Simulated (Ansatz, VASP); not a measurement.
# MoS2 in two plane-wave programs

Wanted: the spread between two codes on one cell, functional and k mesh. The cell is taken from a series of runs on this material, whose earlier steps may have relaxed, scaled, displaced or heated it; both programs get it as it stands.

Calculated with Ansatz 0.2.0; plane waves, with VASP 6.6.1 beside it; G0W0 gap at PBE.

## 1. The starting structure

It takes space group P6_3/mmc (No. 194, hexagonal). Conventional cell: a = 3.149 Å, b = 3.149 Å, c = 12.090 Å, α = 90.00°, β = 90.00°, γ = 120.00°. Mo has 6 S at 2.40 Å nearest. S has 3 Mo at 2.40 Å nearest. Farther neighbours and most contacts between anions are not listed.

Coordinates:

```cif
data_structure
_symmetry_space_group_name_H-M 'P6_3/mmc'
_symmetry_Int_Tables_number 194
_cell_length_a 3.1492
_cell_length_b 3.1492
_cell_length_c 12.0905
_cell_angle_alpha 90.000
_cell_angle_beta 90.000
_cell_angle_gamma 120.000
_cell_volume 103.85
loop_
_atom_site_label
_atom_site_type_symbol
_atom_site_symmetry_multiplicity
_atom_site_Wyckoff_symbol
_atom_site_fract_x
_atom_site_fract_y
_atom_site_fract_z
_atom_site_occupancy
Mo1 Mo 2 c 0.33333 0.66667 0.25000 1
S1 S 4 f 0.33333 0.66667 0.62049 1
```

## 2. VASP: G0W0 gap, PBE

Quasiparticle shifts depend on high empty states and on the cores, so they are the hardest test of two PAW sets.

Lines of VASP's logs that name or quote its potential files are left out, and so is its time.

The run reads the wave functions of an earlier VASP run, which isn't shown here.

The input, INCAR:

```
SYSTEM = MoS2
PREC = Accurate
ENCUT = 370
ISMEAR = 0
SIGMA = 0.01
LREAL = .FALSE.
GGA = PE
NBANDS = 208
LASPH = .TRUE.
ALGO = EVGW0
NELMGW = 1
ENCUTGW = 80
NOMEGA = 64
PRECFOCK = Fast
NBANDSGW = 40
LWAVE = .FALSE.
LCHARG = .FALSE.
```

The input, POSCAR:

```
MoS2
1.0
    3.1492421942      0.0000000000      0.0000000000
   -1.5746210971      2.7273237428      0.0000000000
    0.0000000000      0.0000000000     12.0904894332
Mo S
2 4
Direct
    0.3333333333      0.6666666667      0.2500000000
    0.6666666667      0.3333333333      0.7500000000
    0.3333333333      0.6666666667      0.6204915660
    0.6666666667      0.3333333333      0.1204915660
    0.3333333333      0.6666666667      0.8795084340
    0.6666666667      0.3333333333      0.3795084340
```

The input, KPOINTS:

```
Automatic mesh
0
Gamma
6 6 2
0 0 0
```

PAW data sets: Mo_sv_GW and S_GW (PBE family, release 64).

Launch:

```bash
$ mpirun -np 8 vasp_std
```

Numbers of over 12 decimals in the logs are rounded to 6 here.

Log:

```text
[banner, memory and clock lines left out]
running    8 mpi-ranks, on    1 nodes
 distrk:  each k-point on    8 cores,    1 groups
 distr:  one band on    1 cores,    8 groups

 POSCAR found type information on POSCAR MoS
 POSCAR found :  2 types and       6 ions
|                                                                             |
|           W    W    AA    RRRRR   N    N  II  N    N   GGGG   !!!           |
|           W    W   A  A   R    R  NN   N  II  NN   N  G    G  !!!           |
|           W    W  A    A  R    R  N N  N  II  N N  N  G       !!!           |
|           W WW W  AAAAAA  RRRRR   N  N N  II  N  N N  G  GGG   !            |
|           WW  WW  A    A  R   R   N   NN  II  N   NN  G    G                |
|           W    W  A    A  R    R  N    N  II  N    N   GGGG   !!!           |
|                                                                             |
|     For optimal performance we recommend to set                             |
|       NCORE = 2 up to number-of-cores-per-socket                            |
|     NCORE specifies how many cores store one orbital (NPAR=cpu/NCORE).      |
|     This setting can greatly improve the performance of VASP for DFT.       |
|     The default, NCORE=1 might be grossly inefficient on modern             |
|     multi-core architectures or massively parallel machines. Do your        |
|     Unfortunately you need to use the default for GW and RPA                |
|     calculations (for HF NCORE is supported but not extensively tested      |
|     yet).                                                                   |
|                                                                             |

|                                                                             |
|           W    W    AA    RRRRR   N    N  II  N    N   GGGG   !!!           |
|           W    W   A  A   R    R  NN   N  II  NN   N  G    G  !!!           |
|           W    W  A    A  R    R  N N  N  II  N N  N  G       !!!           |
|           W WW W  AAAAAA  RRRRR   N  N N  II  N  N N  G  GGG   !            |
|           WW  WW  A    A  R   R   N   NN  II  N   NN  G    G                |
|           W    W  A    A  R    R  N    N  II  N    N   GGGG   !!!           |
|                                                                             |
|     The default for ENCUTGWSOFT is different in this version of VASP.       |
|     please manually set ENCUTGWSOFT =80 in the INCAR file.                  |
|                                                                             |

 LDA part: xc-table for (Slater+PW92), standard interpolation
 found WAVECAR, reading the header
 POSCAR, INCAR and KPOINTS ok, starting setup
 FFT: planning ... GRIDC
 FFT: planning ... GRID_SOFT
 FFT: planning ... GRID
 reading WAVECAR
 the WAVECAR file was read successfully
 initial charge from wavefunction
 available memory per node:     15.07 GB, setting MAXMEM to     15429

 The Fermi energy was updated, please check that it is located mid-gap
 values below the HOMO (VB) or above the LUMO (CB) will cause erroneous energies
 E-fermi :   8.3198

 calculate exact exchange contribution
 the WAVEDER file was read successfully
|                                                                             |
|           W    W    AA    RRRRR   N    N  II  N    N   GGGG   !!!           |
|           W    W   A  A   R    R  NN   N  II  NN   N  G    G  !!!           |
|           W    W  A    A  R    R  N N  N  II  N N  N  G       !!!           |
|           W WW W  AAAAAA  RRRRR   N  N N  II  N  N N  G  GGG   !            |
|           WW  WW  A    A  R   R   N   NN  II  N   NN  G    G                |
|           W    W  A    A  R    R  N    N  II  N    N   GGGG   !!!           |
|                                                                             |
|     Automatic setting of frequency mesh for GW failed. Frequency mesh       |
|     properly not suitable for determining QP energies. Consider             |
|     increasing number of kpoints.                                           |
|                                                                             |

energies w=
    0.000    0.000    0.691    0.000    1.381    0.000    2.067    0.000
    2.749    0.000    3.425    0.000    4.093    0.000    4.754    0.000
    5.407    0.000    6.050    0.000    6.685    0.000    7.311    0.000
    7.928    0.000    8.537    0.000    9.138    0.000    9.732    0.000
   10.320    0.000   10.903    0.000   11.481    0.000   12.057    0.000
   12.630    0.000   13.203    0.000   13.777    0.000   14.353    0.000
   14.932    0.000   15.517    0.000   16.107    0.000   16.707    0.000
   17.317    0.000   17.940    0.000   18.577    0.000   19.231    0.000
   19.906    0.000   20.604    0.000   21.328    0.000   22.082    0.000
   22.871    0.000   23.699    0.000   24.571    0.000   25.495    0.000
   26.479    0.000   27.530    0.000   28.659    0.000   29.878    0.000
   31.202    0.000   32.649    0.000   34.241    0.000   36.004    0.000
   37.972    0.000   40.185    0.000   42.697    0.000   45.580    0.000
   48.922    0.000   52.849    0.000   57.532    0.000   63.212    0.000
   70.246    0.000   79.182    0.000   90.900    0.000  106.921    0.000
  130.111    0.000  166.592    0.000  232.212    0.000  384.568    0.000
 responsefunction array rank=     184
 LDA part: xc-table for (Slater+PW92), standard interpolation

 min. memory requirement per mpi rank    266.3 MB, per node   2130.7 MB

 allocating   8 responsefunctions rank=   184
 shmem allocating  64 responsefunctions rank=   184
 response function shared by NCSHMEM nodes    1
 Doing            8  frequencies on each core in blocks of           64
NQ=   1    0.0000    0.0000    0.0000,
|.........|.........|.........|.........|.........|.........|.........|.........
 performed        914000 updates of chi_q(r,r)
 total number of BLAS operations        189.61 Gflops
NQ=   2    0.1667    0.0000    0.0000,
|.........|.........|.........|.........|.........|.........|.........|.........
 performed       2593000 updates of chi_q(r,r)
 total number of BLAS operations        605.88 Gflops
NQ=   3    0.3333    0.0000    0.0000,
|.........|.........|.........|.........|.........|.........|.........|.........
 performed       4272000 updates of chi_q(r,r)
 total number of BLAS operations       1012.74 Gflops
NQ=   4    0.5000    0.0000    0.0000,
|.........|.........|.........|.........|.........|.........|.........|.........
 performed       5519000 updates of chi_q(r,r)
 total number of BLAS operations       1287.68 Gflops
NQ=   5    0.1667    0.1667    0.0000,
|.........|.........|.........|.........|.........|.........|.........|.........
 performed       7198000 updates of chi_q(r,r)
 total number of BLAS operations       1676.05 Gflops
NQ=   6    0.3333    0.1667    0.0000,
|.........|.........|.........|.........|.........|.........|.........|.........
 performed       9077000 updates of chi_q(r,r)
 total number of BLAS operations       2100.42 Gflops
NQ=   7    0.3333    0.3333    0.0000,
|.........|.........|.........|.........|.........|.........|.........|.........
 performed      10157000 updates of chi_q(r,r)
 total number of BLAS operations       2327.33 Gflops
NQ=   8    0.0000    0.0000    0.5000,
|.........|.........|.........|.........|.........|.........|.........|.........
 performed      11071000 updates of chi_q(r,r)
 total number of BLAS operations       2519.31 Gflops
NQ=   9    0.1667    0.0000    0.5000,
|.........|.........|.........|.........|.........|.........|.........|.........
 performed      12750000 updates of chi_q(r,r)
 total number of BLAS operations       2907.68 Gflops
NQ=  10    0.3333    0.0000    0.5000,
|.........|.........|.........|.........|.........|.........|.........|.........
 performed      14429000 updates of chi_q(r,r)
 total number of BLAS operations       3296.05 Gflops
NQ=  11    0.5000    0.0000    0.5000,
|.........|.........|.........|.........|.........|.........|.........|.........
 performed      15676000 updates of chi_q(r,r)
 total number of BLAS operations       3619.32 Gflops
NQ=  12    0.1667    0.1667    0.5000,
|.........|.........|.........|.........|.........|.........|.........|.........
 performed      17355000 updates of chi_q(r,r)
 total number of BLAS operations       4007.69 Gflops
NQ=  13    0.3333    0.1667    0.5000,
|.........|.........|.........|.........|.........|.........|.........|.........
 performed      19234000 updates of chi_q(r,r)
 total number of BLAS operations       4422.02 Gflops
NQ=  14    0.3333    0.3333    0.5000,
|.........|.........|.........|.........|.........|.........|.........|.........
 performed      20314000 updates of chi_q(r,r)
 total number of BLAS operations       4648.93 Gflops
 resolving degeneracies of screened two electron integrals

 calculate QP shifts <psi_nk| G(iteration)W_0 |psi_nk>: iteration 1
 entering main loop
```

OUTCAR, selected parts (step 2):

```text
ion  position               nearest neighbor table
   1  0.333  0.667  0.250-   4 2.40   6 2.40   4 2.40   6 2.40   4 2.40   6 2.40
   2  0.667  0.333  0.750-   3 2.40   5 2.40   3 2.40   5 2.40   3 2.40   5 2.40
   3  0.333  0.667  0.620-   2 2.40   2 2.40   2 2.40
   4  0.667  0.333  0.120-   1 2.40   1 2.40   1 2.40
   5  0.333  0.667  0.880-   2 2.40   2 2.40   2 2.40
   6  0.667  0.333  0.380-   1 2.40   1 2.40   1 2.40

  LATTYP: Found a hexagonal cell.
 ALAT       =     3.1492421942
 C/A-ratio  =     3.8391742164

 Subroutine GETGRP returns: Found 24 space group operations
 (whereof 12 operations were pure point group operations)

The static configuration has the point symmetry D_3d.
 The point group associated with its full space group is D_6h.

 Found     14 irreducible k-points:

   k-points           NKPTS =     14   k-points in BZ     NKDIM =     72   number of bands    NBANDS=    208

   dimension x,y,z NGX =    20 NGY =   20 NGZ =   80
   dimension x,y,z NGXF=    40 NGYF=   40 NGZF=  160

   ENCUT  =  370.0 eV  27.19 Ry    5.21 a.u.   4.94  4.94 18.96*2*pi/ulx,y,z

   NELECT =      52.0000    total number of electrons

  energy-cutoff  :      370.00
  volume of cell :      103.85
      direct lattice vectors                 reciprocal lattice vectors
     3.149242194  0.000000000  0.000000000     0.317536708  0.183329904  0.000000000
    -1.574621097  2.727323743  0.000000000     0.000000000  0.366659808  0.000000000
     0.000000000  0.000000000 12.090489433     0.000000000  0.000000000  0.082709638

 k-points in reciprocal lattice and weights: Automatic mesh
   0.00000000  0.00000000  0.00000000       0.014
   0.16666667  0.00000000  0.00000000       0.083
   0.33333333  0.00000000  0.00000000       0.083
   0.50000000  0.00000000  0.00000000       0.042
   0.16666667  0.16666667  0.00000000       0.083
   0.33333333  0.16666667  0.00000000       0.167
   0.33333333  0.33333333  0.00000000       0.028
   0.00000000  0.00000000  0.50000000       0.014
   0.16666667  0.00000000  0.50000000       0.083
[...]
0.33333333  0.16666667  0.50000000       0.167
   0.33333333  0.33333333  0.50000000       0.028

 E-fermi :   8.3198

 QP shifts <psi_nk| G(iteration)W_0 |psi_nk>: iteration 1
 for sc-GW calculations column KS-energies equals QP-energies in previous step
 and V_xc(KS)=  KS-energies - (<T + V_ion + V_H > + <T+V_H+V_ion>^1  + <V_x>^1)
 k-point   1 :       0.0000    0.0000    0.0000
  band No.  KS-energies  QP-energies   sigma(KS)   V_xc(KS)     V^pw_x(r,r')   Z            occupation Imag(sigma)
    ...
     23       5.7629       5.8968     -15.9502     -16.1283     -17.7268       0.7515       2.0000       0.1856
     24       6.6424       6.7635     -15.1994     -15.3608     -16.5013       0.7507       2.0000       0.1689
     25       6.8182       6.6730     -14.0845     -13.8936     -16.2189       0.7609       2.0000       0.1838
     26       7.9274       8.1549     -16.0015     -16.3040     -16.8333       0.7520       2.0000       0.1038
     27      10.0060      10.7259     -14.7094     -15.6649     -10.9275       0.7535       0.0000      -0.2147
     28      10.0060      10.7259     -14.7094     -15.6649     -10.9275       0.7535       0.0000      -0.2147
     29      10.0412      10.7492     -14.5951     -15.5350     -10.7867       0.7532       0.0000      -0.2172
     30      10.0412      10.7492     -14.5951     -15.5350     -10.7867       0.7532       0.0000      -0.2172
    ...

 k-point   2 :       0.1667    0.0000    0.0000
  band No.  KS-energies  QP-energies   sigma(KS)   V_xc(KS)     V^pw_x(r,r')   Z            occupation Imag(sigma)
    ...
     23       5.7994       5.6677     -14.1783     -14.0038     -16.3801       0.7551       2.0000       0.2084
     24       6.6302       6.7776     -15.4742     -15.6711     -16.8350       0.7489       2.0000       0.1686
     25       6.7631       6.6318     -14.0588     -13.8855     -16.1879       0.7579       2.0000       0.1825
     26       7.0858       7.2507     -15.5238     -15.7431     -16.7221       0.7517       2.0000       0.1416
     27       9.3835      10.0018     -14.4538     -15.2746     -10.8594       0.7533       0.0000      -0.1997
     28       9.7237      10.3825     -14.7478     -15.6285     -11.1752       0.7481       0.0000      -0.2137
     29       9.7765      10.5273     -14.9665     -15.9572     -11.0017       0.7579       0.0000      -0.2123
     30       9.9822      10.6633     -15.0838     -15.9965     -11.3157       0.7463       0.0000      -0.2380
    ...

 k-point   3 :       0.3333    0.0000    0.0000
  band No.  KS-energies  QP-energies   sigma(KS)   V_xc(KS)     V^pw_x(r,r')   Z            occupation Imag(sigma)
    ...
     23       5.8256       5.6842     -14.2431     -14.0538     -16.6967       0.7472       2.0000       0.2302
     24       5.9567       5.9487     -15.0327     -15.0221     -17.1678       0.7524       2.0000       0.2049
     25       6.0107       6.0668     -14.8180     -14.8925     -16.3917       0.7526       2.0000       0.1978
     26       6.3183       6.4174     -15.2434     -15.3755     -16.7604       0.7504       2.0000       0.1816
     27       9.2590       9.9446     -15.2320     -16.1449     -11.4351       0.7509       0.0000      -0.2067
     28       9.3804      10.1509     -15.9784     -17.0125     -12.1962       0.7450       0.0000      -0.2126
     29       9.5767      10.3537     -16.0621     -17.1076     -12.2186       0.7432       0.0000      -0.2245
     30      10.0452      10.7913     -15.7863     -16.7898     -11.7327       0.7435       0.0000      -0.2581
    ...

 k-point   4 :       0.5000    0.0000    0.0000
  band No.  KS-energies  QP-energies   sigma(KS)   V_xc(KS)     V^pw_x(r,r')   Z            occupation Imag(sigma)
    ...
     23       6.1349       6.0245     -14.2037     -14.0576     -16.3931       0.7554       2.0000       0.1985
     24       6.3909       6.3162     -14.4463     -14.3475     -16.5292       0.7571       2.0000       0.1852
     25       6.4315       6.3528     -14.0687     -13.9655     -15.6171       0.7621       2.0000       0.1694
     26       6.5837       6.6128     -14.7745     -14.8130     -16.2223       0.7569       2.0000       0.1634
     27       9.5327      10.4226     -17.2495     -18.4555     -13.1441       0.7379       0.0000      -0.2376
     28       9.5886      10.4737     -17.2275     -18.4299     -13.0904       0.7360       0.0000      -0.2424
     29       9.9048      10.7045     -16.4282     -17.5100     -12.1626       0.7392       0.0000      -0.2660
     30      10.2191      11.0570     -16.8857     -18.0239     -12.4816       0.7361       0.0000      -0.2939
    ...

[... 4 further parts left out ...]
```

This run has no spin polarisation, so a moment on Mo, if there is one, isn't seen.

(Part 1 of 2 ends here.)

[Lines on the potential files, build, host, timing and source positions are cut from VASP's logs without a mark.]

[Logs are printed without paths, hosts, clocks, repeated set-up lines and the standing remarks that a program may print on its own settings, such as how far it seeks lower states.]

[Hosts, paths, dates, database ids (printed as entryN), source tags and the programs' standing remarks are cut or masked in the printed files.]
